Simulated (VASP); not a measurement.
Data:

```xyz
8
Lattice="3.5101 -6.0489 0.0034 1.7417 3.0168 0.0000 0.0027 -0.0016 5.6568" Properties=species:S:1:pos:R:3 pbc="T T T"
In     1.7893    -1.0330     2.8270
In     1.7450     1.0037     5.6524
In     3.4742    -4.0170     2.8265
N      1.8710    -1.0802     5.0090
N      1.7360     1.0089     2.1679
N      3.4021    -3.9754     5.0388
N      3.5112    -2.0272     1.9821
Ga     3.4909    -2.0154     0.0108
```

Level of theory: PBE GGA, VASP's PBE PAW potentials (set 64) (plane waves; VASP). Settings: 500 eV cut-off, 4×6×4 Γ-centred mesh, Gaussian smearing of 0.050 eV, potentials In_d N Ga_d.

Unless said otherwise, spin-orbit coupling is left out, though it shifts the bands of the heavy elements here.

### Question
Predict the energy per atom (σ→0), band gap (on the k-mesh) with the smallest direct gap where there is one.

### Answer

```json
{
  "band gap (on the k-mesh)": "0.05 eV",
  "smallest direct gap (on the k-mesh)": "0.05 eV",
  "energy per atom (σ→0)": "-5.497 eV/atom"
}
```

The absolute energy has meaning only against runs of the same code, potentials and settings.

The structure was generated: GaIn3N4 was put into an ordered model structure (Pm), which need not be its known phase. It was relaxed first.
